## Question

Diamond is calculated with PBE in one fixed cell while the plane-wave cutoff is raised. The cutoff is the highest kinetic energy of the waves from which the orbitals are built.

VASP 6.6.1 calculations of diamond in a fixed two-atom cell, with the PBE functional and the recommended PAW PBE potential for carbon, without spin polarisation or spin–orbit coupling. All rows use a 10 × 10 × 10 k mesh and Gaussian smearing with a width of 0.02 eV.

```csv
wave cutoff,gap on mesh (eV),direct gap on mesh (eV)
300 eV,4.118,5.627
350 eV,4.173,5.619
400 eV,4.149,5.588
450 eV,4.172,5.595
520 eV,4.169,5.590
600 eV,4.170,5.590
700 eV,4.172,5.591
```

The gap on mesh separates the highest filled level from the lowest empty one anywhere on the k mesh. The direct gap on mesh compares levels at the same k point; here that point is Γ, the centre of the Brillouin zone. Three explanations of the two columns are offered:

1. A larger basis lowers the high levels most, so the empty levels sink towards the filled ones.
2. The cutoff shifts the zero of energy, and all levels move with it.
3. At Γ new waves arrive in groups, and symmetry decides which band edge each group helps.

(a) Which explanation do the numbers favour? (b) The indirect gap at 350 eV agrees with that at 700 eV. Is 350 eV therefore sufficient?

## Model answer

**(a)** The first explanation is tempting because the direct gap does end lower than it began. The indirect gap, however, rises by 55 meV in the first step and also ends higher. The band edges from the same calculations show why: the valence top falls by 67 meV, the conduction minimum by only 12 meV. Of the two edges of the indirect gap, it was mainly the filled one that lacked waves.

The second explanation would leave both gaps unchanged. It also fails on the levels themselves, since the lowest valence level rises in the first step while the valence top falls. The two ends of the valence band move in opposite directions.

The third explanation starts from carbon's 2p orbital. Carbon has no p electrons in its core, so this orbital is compact and needs short waves. At Γ the valence top is the bonding combination of 2p orbitals, and the conduction level above it is the antibonding one. Waves that help both lower both, and the direct gap then changes little, as in the first step.

A simpler system shows how one edge can be helped alone: an electron in a symmetric double well, described by sines and cosines about the midpoint. A sine cannot enter an even state. A cosine can, but if its crests lie at the wells it has no slope there and cannot help to build a p-like function. The analogy covers this selection only; the double well has a fixed potential, whereas the crystal's potential is recalculated from its electrons.

In diamond the midpoint is the centre of a bond, and the nuclei lie at $\pm\boldsymbol\tau$ with $\boldsymbol\tau=(a/8)(1,1,1)$, where $a$ is the cubic edge. A wave with indices $(hkl)$ has the wave vector $\mathbf G=(2\pi/a)(h,k,l)$, so its phase at a nucleus is

$$\mathbf G\cdot\boldsymbol\tau=\frac{\pi}{4}(h+k+l).$$

The bonding valence top is even and uses cosines, whose slope at the nuclei is proportional to $\sin(\mathbf G\cdot\boldsymbol\tau)$. The antibonding level is odd and uses sines, with slope proportional to $\cos(\mathbf G\cdot\boldsymbol\tau)$. Across the (440) group the phase is 0 or $\pm2\pi$, so the sine vanishes and the cosine is 1. This group therefore supplies p character to the conduction level alone.

The cutoff at which (440) enters follows from the kinetic energy of a free electron. With $a=3.5667$ Å and $\hbar^2/2m=3.81$ eV Å$^2$,

$$E_{440}=(4^2+4^2+0^2)\,\frac{\hbar^2}{2m}\left(\frac{2\pi}{a}\right)^2
=32\times3.81\times3.103\ \text{eV}\approx378\ \text{eV}.$$

The group is therefore absent at 350 eV and present at 400 eV. Between these two rows the conduction level at Γ falls by 14 meV while the valence top rises by 17 meV, and the direct gap closes by their sum.

The next step reverses the pattern. The groups (442) and (600), which enter near 426 eV, give p character to the valence top only, while (531) serves both edges. At 450 eV the valence top falls again and both gaps widen. The zigzag of the indirect gap thus comes mainly from its filled edge.

A minimal model gives the direct gap one value without (440) and another with it. Least squares on all seven rows puts the settled value at 5.591 eV and the excess without the group at 0.032 eV, with a root-mean-square miss of 3 meV. A smooth exponential approach, fitted to the same rows with one more constant, misses by 6 meV. The numbers favour a step over that smooth curve, and the third explanation gives a reason for a step between 350 and 400 eV.

**(b)** No. At 350 eV the valence top and the conduction minimum both lie about 10 meV above their values at 700 eV, and the two errors cancel in the indirect gap. In the direct gap the errors cancel only in part, and it is 28 meV too large.

The pressure gives a stronger warning: −8.6 GPa at 350 eV against +1.5 GPa at 700 eV, with compression counted positive. As the cell is the same, this difference comes from the basis, and a relaxation at 350 eV would wrongly start by shrinking the crystal. The settings of 300 and 350 eV also lie below the 400 eV recommended for this carbon potential. From 450 eV upwards both gaps stay within about 5 meV. A cutoff should be judged by the quantity wanted and by several neighbouring settings.

## Remarks on the reasoning

The rise of the valence top at 400 eV deserves attention. In a fixed Hamiltonian, adding waves can never raise this level, so the Hamiltonian must have changed as well. Not every level rises with it: at L, on the zone boundary, the valence top falls by 12 meV in the same step. This is compatible with the third explanation, because the density is collected from the whole mesh while each k point receives its new waves at different cutoffs. The outputs do not separate the effect of the changed Hamiltonian from that of the new waves.

The evidence has limits. The gaps were known when (440) was singled out, and any other cause acting between 350 and 400 eV would fit the same step. The selection itself is a symmetry argument, and it concerns p character; d-like parts of the valence top may still gain from (440).

Counting waves also fails to give the size of a step. The 12 waves of (440) accompany a fall of 31 meV in the direct gap, whereas the 30 slightly shorter waves of (442) and (600) accompany a rise of only 7 meV at 450 eV. Shorter waves should matter less, but the count does not say by how much. Moreover, (531) arrives in the same step as (442) and (600), and it need not lower both edges equally.

The rule can be carried to a slightly different diamond cell, because the entry energies scale as $1/a^2$. If the edge grows by 1 %, (440) enters at $378/1.01^2\approx371$ eV. A cutoff of 375 eV would then include the group in the larger cell and omit it in the original one, so a comparison of volumes at that cutoff would mix two different bases at Γ.

A settled gap is still not a correct one. The measured gap of diamond is roughly 5.5 eV, and the plateau near 4.17 eV keeps the underestimate of PBE. The mesh may also miss the exact conduction minimum, an error that a higher cutoff does not remove.
